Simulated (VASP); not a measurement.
Here is the system:

```xyz
4
Lattice="1.4663 -3.8748 0.0000 1.4663 3.8748 0.0000 0.0000 0.0000 2.8897" Properties=species:S:1:pos:R:3 pbc="T T T"
C      1.4663    -0.4960     0.7224
C      1.4663     0.4960     2.1673
Mn     1.4663    -2.7492     0.7224
Mn     1.4663     2.7492     2.1673
```
Starting moments (μB, in the order of the record's atoms C C Mn Mn): 0.0 0.0 4.0 4.0.

These are PBE GGA + U (Dudarev), VASP's PBE PAW potentials (set 64) (plane waves; VASP) values and carry that method's errors. Numerical set-up: 520 eV cut-off, 7×7×7 Γ-centred mesh, Gaussian smearing of 0.050 eV, potentials C Mn_pv, U − J: Mn 1.00 eV.

The moments were started parallel, and other spin orders were not tried in this run.

**Question.** Which forces act on the atoms, in eV/Å?

**Answer.** 
```json
[
 {"atom": "C1", "Fx": "0.000", "Fy": "0.042", "Fz": "0.000"},
 {"atom": "C2", "Fx": "0.000", "Fy": "-0.042", "Fz": "0.000"},
 {"atom": "Mn3", "Fx": "0.000", "Fy": "0.228", "Fz": "0.000"},
 {"atom": "Mn4", "Fx": "0.000", "Fy": "-0.228", "Fz": "0.000"}
]
```

**Question.** Give the stress tensor in GPa (positive for a compressed cell).

**Answer.** 
```
 15.33    0.00    0.00
  0.00   -7.47    0.00
  0.00    0.00  -10.16
```
The pressure is its mean diagonal, -0.77 GPa.

The structure was generated: MnC was put into the CrB type (Cmcm), which need not be its known phase. The cell was not relaxed at this level. The k-mesh is coarse (spacing up to 0.33 per Å, 2π included), so the numbers may not be converged in it. The run is one of a series of settings (LDAU = .TRUE., LDAUJ = 0 0, LDAUL = -1 2, LDAUTYPE = 2, LDAUU = 0 1.0 against the base run), some of them coarse on purpose.
